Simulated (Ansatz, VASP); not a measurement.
# Ru (Ruthenium) in two plane-wave programs, part 2 of 2

Aim: how closely do two programs agree when they are given the same cell, functional and k mesh? The cell is taken from a series of runs on this material, whose earlier steps may have relaxed, scaled, displaced or heated it; both programs get it as it stands.

VASP 6.6.1 and Ansatz 0.2.0.

So far: The structure; VASP: zone-centre phonons, LDA.

## (3) Ansatz: zone-centre phonons, LDA

Level of this step: Ansatz beside VASP: Kohn-Sham DFT, plane waves, LDA (Ansatz).

Ansatz runs on its PAW soft_1 files.

The same cell, functional (in two slightly different forms), mesh and smearing now go to Ansatz, which takes its cutoff from its data sets.

input.yaml reads:

```yaml
crystal:
  lattice:
    - [2.6214063337, 0.0, 0.0]
    - [-1.3107031669, 2.2702044786, 0.0]
    - [0.0, 0.0, 4.2725050207]
  atoms:
    - { symbol: Ru, position: [0.3333333333, 0.6666666667, 0.25] }
    - { symbol: Ru, position: [0.6666666667, 0.3333333333, 0.75] }
kpoints:
  mp_grid: { grid: [18, 18, 12] }
hamiltonian:
  xc: lda
  pseudopotentials: { kind: paw, azcp: { folder: soft_1 }, xc_functional: pbe }
scf:
  occupations: { method: methfessel_paxton, width: 0.2 }
output:
  eigenvalues: true
phonons:
  method: dfpt
```

Command:

```sh
> ansatz run input.yaml --threads 4 --pin off --max-ram 10240MiB --backend cpu --events-out ev --progress --plain --runs-dir out
```

Numbers of over 12 decimals in the logs are rounded to 6 here.

The log of the run:

```text
zone centre: on kpoints.mp_grid the ground state, and the responses unless they are solved on pairs of k-points, stand on 637 of the mesh's 3888 k-points, reduced under 4 symmetry operations, with k and −k counted as one. Each operation leaves every solved displacement unchanged or reverses it
Engine: ansatz 0.2.0, aarch64-unknown-linux-gnu
Pseudopotentials: kind: paw
Pseudopotential: Ru, paw, valence charge 16, recommended cutoff 420 eV (normal), soft_1/Ru.paw.azcp
Functional definition: SPW92
  exchange = slater_x
  correlation = pw_c
Crystal: 2 atoms, lattice volume = 25.426 Å³
Basis set: ecut = 420 eV, 525 PW (Γ), exchange–correlation on 36×36×60 points (8 copies of the dense FFT grid, shifted against one another)
Bands: 20, of which v1, the nominal top of the filled ones, is band 16 counted from 1 (15 counted from 0)
Symmetry: 24 space group operations
k-points: 637 of 3888 (irreducible under 4 space group operations, time reversal used)
Non-local potential: Ru, projectors of the file, l = 0: 3, l = 1: 2, l = 2: 2, l = 3: 1
PAW form: soft (Blöchl's): semilocal exchange-correlation on the pseudo side does not see the compensation charge
PAW frozen core: Ru, regenerated for the run's functional, and the local potential with it (the file was generated under x = pbe(κ = 0.804, μ = 0.219515), c = pbe(β = 0.066725))
PAW one-centre angular grid: Ru, 590 points (default); XC on 64 Gauss nodes
Initial density: superposition of atomic densities (chi_scale 0.1, normalization cell)
Initial wavefunctions: pseudopotential atomic-orbital guess
Functional: x = slater, c = lda
SCF iter   1: F=—  HF=-11518.035800 eV  |F-HF|=—  |Δ(HF+E_count)|=         —  Δρ=1.31e-1  dr2=4.00e0  ethr=3.10e-3  ⟨swp⟩=5.0  Hψ=112038  notcnv=0  defer=78
automatic band count: the SCF goes on with 24 bands, as 20 were too few: they end inside the smearing window of the response
preconditioner: auto → none  [metal: Δε(μ)=0.013 eV  Ē_g=12.231 eV  σ=0.200 eV  W_gap=0.06  n_scr=8 (ndim 8)  ℏωp=29.5 eV  f_vac=0.000  D(μ)=1.41/eV (n_scr^D=22)  sad-step TF]
SCF iter   2: F=—  HF=-11517.050914 eV  |F-HF|=—  |Δ(HF+E_count)|=   9.85e-1  S|Δr|=    0.00e0  Δρ=7.34e-2  dr2=1.24e0  ethr=3.10e-3  ⟨swp⟩=2.8  Hψ=29155  notcnv=0  defer=1797
SCF iter   3: F=—  HF=-11516.611035 eV  |F-HF|=—  |Δ(HF+E_count)|=   4.40e-1  S|Δr|=    0.00e0  Δρ=3.83e-3  dr2=1.96e-3  ethr=3.10e-3  ⟨swp⟩=2.0  Hψ=21783  notcnv=0  defer=1797
SCF iter   4: F=—  HF=-11516.611339 eV  |F-HF|=—  |Δ(HF+E_count)|=   3.03e-4  S|Δr|=    0.00e0  Δρ=4.24e-4  dr2=1.81e-5  ethr=6.13e-6  ⟨swp⟩=2.6  Hψ=30345  notcnv=0  defer=1676
SCF iter   5: F=—  HF=-11516.611347 eV  |F-HF|=—  |Δ(HF+E_count)|=   8.07e-6  S|Δr|=    0.00e0  Δρ=1.01e-4  dr2=1.63e-6  ethr=5.66e-8  ⟨swp⟩=2.4  Hψ=20205  notcnv=0  defer=1676
SCF iter   6: F=—  HF=-11516.611346 eV  |F-HF|=—  |Δ(HF+E_count)|=   7.79e-7  S|Δr|=    0.00e0  Δρ=2.32e-5  dr2=6.89e-8  ethr=5.08e-9  ⟨swp⟩=2.0  Hψ=21446  notcnv=0  defer=1676
SCF iter   7: F=—  HF=-11516.611346 eV  |F-HF|=—  |Δ(HF+E_count)|=   2.99e-8  S|Δr|=    0.00e0  Δρ=2.40e-6  dr2=9.51e-10  ethr=2.15e-10  ⟨swp⟩=2.7  Hψ=24283  notcnv=0  defer=1676
SCF iter   8: F=-11516.611346 eV  HF=-11516.611346 eV  |F-HF|=0.00e0  |Δ(HF+E_count)|=  1.35e-10  S|Δr|=    0.00e0  Δρ=2.08e-7  dr2=8.20e-12  ethr=1.00e-12  ⟨swp⟩=9.0  Hψ=87986  notcnv=0
SCF 1 converged in 8 iterations: F = -11516.611346 eV  dr2 = 8.20e-12
  greatest PAW one-centre occupation: 1.000 electrons in one spin orbital (limit 2), on the Ru atom at site 1 (counted from 0), in its partial waves of l = 0
DFPT response loops at Γ: preconditioner auto → Kerker (q_TF=auto, 2.835 Å⁻¹) (partly filled bands, converged f_vac=0.000); β = 1.00, the filter's whole step (`scf.mixing.beta` (0.50) is not read by the response loops under this deck's `scf.mixing.preconditioner`; to damp them name `kerker` or `kerker_dos`, under which they read `scf.mixing.beta`, and type it under 1.00, their step now; both keys bind the ground state too); Broyden in place of MSR1
SCF converged after 8 iterations
Stability not checked: this state was not tested for a lower state beside it, because cold or Methfessel-Paxton smearing, or corrected tetrahedra, fill the levels in a way that the test cannot read (fill_not_monotonic; see scf.lower_state_search)
Free energy (F): -11516.611346 eV
Harris-Foulkes:  -11516.611346 eV  (|F-HF|=0.00e0)
Internal energy: -11516.611440 eV  (E = F + TS)
E sigma→0 (E₀):  -11516.611370 eV
Entropy (-TS):   0.000094 eV (0.047 meV/atom)
Fermi energy:    24.955391 eV
Step filling:    the computed levels leave a gap of 0.0000 eV = 0.0 smearing widths at the electron count; against every level under it full and every level over it empty, smearing changes F+E_penalty+E_count by +0.167 meV and its σ→0 estimate by +0.144 meV
--- Per-component energies (eV) ---
  E_band       = -65.082410
  E_kinetic    = 926.773591
  E_local      = -2411.371530  (includes V_loc(G=0)·N_el)
  E_nonlocal   = 836.354829
  E_hartree    = 797.136446
  E_xc         = -340.798466
  E_vxc        = -432.596380  (∫ρ·V_xc dr)
  E_paw        = -6764.120583  (= ΣΔE_a)
  E_vpaw       = -578.517072  (= ΣTr[D̂ρ^β])
  E_aug_tail   = 0.001091  (compensation charges beyond the density's cutoff)
  E_ewald      = -4561.730187
  E_core_change = 1.143369  (= ΣΔE_core)
  E_smearing   = 0.000094  (= −TS)
  E_closure    = -0.000000  (closes the sum)
  Σ components = -11516.611346   (vs F -11516.611346, Δ=0.00e0)
--- Band table (eV; the first three rows and the last of 637) ---
  k-point 0: bands = [... 12 lower, 22.0972, 22.7847, 22.7847, 23.6649, 23.6649, 25.9659, 26.2825, 26.2825, ... 4 higher]
  k-point 1: bands = [... 12 lower, 22.0606, 22.7421, 22.7421, 23.7637, 23.7637, 25.7047, 26.2825, 26.2825, ... 4 higher]
  k-point 2: bands = [... 12 lower, 21.9819, 22.6257, 22.6257, 24.0246, 24.0246, 25.0217, 26.2697, 26.2697, ... 4 higher]
  k-point 636: bands = [... 12 lower, 22.0835, 22.0835, 23.4888, 23.4888, 26.8194, 26.8194, 30.5121, 30.5121, ... 4 higher]
--- Phonons (Γ-DFPT): 2 representative perturbations + reference, on 637 of 3888 k-points (Σ response iterations 6) ---
  k mesh reduced under 4 symmetry operations, with k and −k counted as one. Each operation leaves every solved displacement unchanged or reverses it
  ASR residual: 1.985e-4 → 0.000e0 eV/Å²; symmetrization residual: 8.336e-10 eV/Å²
  ASR residual per site (eV/Å²): 1.99e-4 1.99e-4
  Γ frequencies (cm⁻¹): 0.00 0.00 0.00 211.05 211.05 274.04
  non-analytic LO–TO correction: not included (Born effective charges unavailable; polar crystals: no LO–TO splitting at Γ)
```

## (4) Comparison

Known differences besides the potentials themselves: the two LDA forms differ slightly; the data sets hold 32 valence electrons in Ansatz (on its PAW soft_1 files) and 28 in VASP; the cutoff is 420 eV in Ansatz and 500 eV in VASP; VASP's log shows a relativistic correction to its local exchange, Ansatz's none. Total energies have different zeros and are not compared.

Compared:

| quantity | Ansatz | VASP | difference |
| --- | --- | --- | --- |
| optical mode 1 to 2 (cm⁻¹) | 211.1 | 211.3 | -0.10 % |
| optical mode 3 (cm⁻¹) | 274.0 | 277.0 | -1.06 % |

Modes are paired by rising frequency, not by their patterns, so a pair may set unlike modes beside each other; they are those without the splitting of longitudinal modes.

## (5) Summary of results

- r.m.s. difference of the optical zone-centre modes, each program's sorted by frequency (zone-centre phonons, LDA): 1.7 cm⁻¹
- difference in optical mode 3 (zone-centre phonons, LDA): -1.1 %

In words: The r.m.s. difference of the optical zone-centre modes, each program's sorted by frequency is 1.7 cm⁻¹ (zone-centre phonons, LDA). The data sets hold unlike numbers of valence electrons (32 in Ansatz and 28 in VASP), so part of the differences comes from the potentials. Among the rows given in per cent, the largest difference of the zone-centre phonons, LDA pair is in optical mode 3, -1.1 %. How closely two codes agree says nothing of how well the functional describes the real material.

[Lines on the potential files, build, host, timing and source positions are cut from VASP's logs without a mark.]

[Logs are printed without paths, hosts, clocks, repeated set-up lines and the standing remarks that a program may print on its own settings, such as how far it seeks lower states.]

[Hosts, paths, dates, database ids (printed as entryN), source tags and the programs' standing remarks are cut or masked in the printed files.]
